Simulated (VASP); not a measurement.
Here is the system:

```xyz
3
Lattice="0.0000 2.6569 2.6569 2.6569 0.0000 2.6569 2.6569 2.6569 0.0000" Properties=species:S:1:pos:R:3 pbc="T T T"
Ce     0.0000     0.0000     0.0000
O      1.3284     1.3284     1.3284
O      3.9853     3.9853     3.9853
```

Method: PBEsol GGA, VASP's PBE PAW potentials (set 64) (plane waves; VASP). Settings: 620 eV cut-off, 7×7×7 Γ-centred mesh, Gaussian smearing of 0.050 eV, potentials Ce O.

Energy and stress use the plane-wave basis of the starting cell.

### Question
The ions, cell shape and volume at an external pressure of 20.0 GPa are relaxed. Predict the relaxed structure.

### Answer

```xyz
3
Lattice="0.0000 2.6224 2.6224 2.6224 0.0000 2.6224 2.6224 2.6224 0.0000" Properties=species:S:1:pos:R:3 pbc="T T T"
Ce     5.2449     5.2449     5.2449
O      1.3112     1.3112     1.3112
O      3.9336     3.9336     3.9336
```
Space group Fm-3m (225), at a tolerance of 0.03 Å.

### Question
How do energy and volume change from the first to the last step?

### Answer
The energy (σ→0) changes by +44.4 meV/atom and the volume by -3.8 %, in 4 ionic steps.

```csv
step,E(σ→0) (eV),max force (eV/Å),pressure (GPa),volume (Å³)
1,-27.4923,0.000,9.99,37.51
2,-26.8403,0.000,44.47,33.43
3,-27.3633,0.000,19.72,36.10
4,-27.3592,0.000,19.97,36.07
```

The compound is CeO2 in the fluorite structure. This run relaxes it under an external pressure of 20 GPa. Symmetry was kept, so distortions that lower it aren't found. The run is not spin-polarised, so no magnetic state was tried.
